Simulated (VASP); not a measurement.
VASP input:

INCAR:
```
SYSTEM = PtS2
PREC = Accurate
ENCUT = 400
EDIFF = 1E-6
NELM = 100
ALGO = Normal
LREAL = .FALSE.
LASPH = .TRUE.
ISMEAR = 0
SIGMA = 0.05
GGA = PE
LMAXMIX = 6
LWAVE = .FALSE.
LCHARG = .FALSE.
ISIF = 2
ICHARG = 11
```

KPOINTS:
```
Automatic mesh
0
Gamma
5 5 4
0 0 0
```

File POSCAR:
```
PtS2
1
    1.8054000000    -3.1270450000     0.0000000000
    1.8054000000     3.1270450000     0.0000000000
    0.0000000000     0.0000000000     5.1408000000
Pt S
1 2
Direct
  0.0000000000   0.0000000000   0.0000000000
  0.3333330000   0.6666670000   0.2300000000
  0.6666670000   0.3333330000   0.7700000000
```

POTCAR, in this order: Pt S (PBE.64 set). Program: vasp_std.

The resulting files:

File standard output:
```
 POSCAR found type information on POSCAR PtS
 POSCAR found :  2 types and       3 ions
 Reading from existing POTCAR
 Reading from existing POTCAR
 LDA part: xc-table for (Slater+PW92), standard interpolation
 WARNING: stress and forces are not correct
 POSCAR, INCAR and KPOINTS ok, starting setup
 WAVECAR not read
 WARNING: CHGCAR is incomplete

 -----------------------------------------------------------------------------
|                                                                             |
|     EEEEEEE  RRRRRR   RRRRRR   OOOOOOO  RRRRRR      ###     ###     ###     |
|     E        R     R  R     R  O     O  R     R     ###     ###     ###     |
|     E        R     R  R     R  O     O  R     R     ###     ###     ###     |
|     EEEEE    RRRRRR   RRRRRR   O     O  RRRRRR       #       #       #      |
|     E        R   R    R   R    O     O  R   R                               |
|     E        R    R   R    R   O     O  R    R      ###     ###     ###     |
|     EEEEEEE  R     R  R     R  OOOOOOO  R     R     ###     ###     ###     |
|                                                                             |
|     ICHARG>10                                                               |
|                                                                             |
|       ---->  I REFUSE TO CONTINUE WITH THIS SICK JOB ... BYE!!! <----       |
|                                                                             |
 -----------------------------------------------------------------------------
```

Task: Read input and log: which fault does this run have?
(A) ICHARG = 11 asks for a fixed density, but there is no CHGCAR
(B) SIGMA is far too large
(C) selective dynamics freezes every atom
(D) LSORBIT needs the non-collinear program vasp_ncl

Result: A, ICHARG = 11 asks for a fixed density, but there is no CHGCAR. VASP stops with an error: ERROR: charge density could not be read from file CHGCAR for ICHARG>10 ----> I REFUSE TO CONTINUE WITH THIS SICK JOB ... BYE!!! <----

To mend it, run self-consistently first and keep its CHGCAR, or remove ICHARG. The plain static run on this cell (PBE GGA, plane waves, VASP's PBE PAW potentials (set 64)) converges, and its OSZICAR ends with
```
   1 F= -.15414594E+02 E0= -.15414594E+02  d E =-.671479E-11
```

The compound is PtS2 in the 1T layered structure. The cell was not relaxed at this level.
